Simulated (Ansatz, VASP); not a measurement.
One calculation of ZnCo, two programs

Contents of INCAR:

```
SYSTEM = ZnCo
ALGO = Normal
EDIFF = 1E-6
ENCUT = 520
GGA = CA
ISIF = 2
ISMEAR = 1
ISPIN = 2
LASPH = .TRUE.
LCHARG = .TRUE.
LELF = .TRUE.
LMAXMIX = 4
LORBIT = 11
LREAL = .FALSE.
LVHAR = .TRUE.
LWAVE = .FALSE.
MAGMOM = 0 3.2
NBANDS = 22
NELM = 150
PREC = Accurate
SIGMA = 0.05
```

File KPOINTS:

```
k-points
0
G
  10 10 6
  0 0 0
```

Contents of POSCAR:

```
ZnCo
1.0
    2.6072240000      0.0000000000      0.0000000000
   -1.3036120000      2.2579220000      0.0000000000
    0.0000000000      0.0000000000      4.1716830000
Zn Co
1 1
Direct
    0.6666670000      0.3333330000      0.0000000000
    0.0000000000      0.0000000000      0.5000000000
```

Input for Ansatz:

```yaml
crystal:
  lattice:
    - [2.607224, 0.0, 0.0]
    - [-1.303612, 2.257922, 0.0]
    - [0.0, 0.0, 4.171683]
  atoms:
    - { symbol: Zn, position: [0.666667, 0.333333, 0.0] }
    - { symbol: Co, position: [0.0, 0.0, 0.5], spin: 3.2 }
magnetization:
  spin_polarized: true
kpoints:
  mp_grid:
    grid: [10, 10, 6]
hamiltonian:
  xc: lda
scf:
  occupations:
    method: cold
    width: 0.05
output:
  forces: true
```

The cell comes from a database or a generator and needn't be the stable form of this composition.

Alike in both runs: task single point; functional LDA; k mesh 10 × 10 × 6; collinear spin.

```csv
,VASP,Ansatz
version,VASP 6.6.1,Ansatz 0.2.0
potentials or method,"VASP PAW LDA potentials, release 64 (Zn, Co)","plane waves, PAW"
plane-wave cutoff (eV),520,420
occupations,"methfessel-paxton of order 1, width 0.05 eV","cold, width 0.05 eV"
valence electrons in the cell,21,29
```

|  | VASP | Ansatz | Ansatz less VASP |
| --- | --- | --- | --- |
| net moment per atom (μB) | 0.65 | 0.67 | +0.016 |
| size of the moment on the site where the two differ most (μB) | 1.36 | 1.42 | +0.068 |

Site moments also hang on the region over which each program counts them. The two sets of potentials don't hold the same shells in valence. Ansatz warned: «given_moment_on_shells».
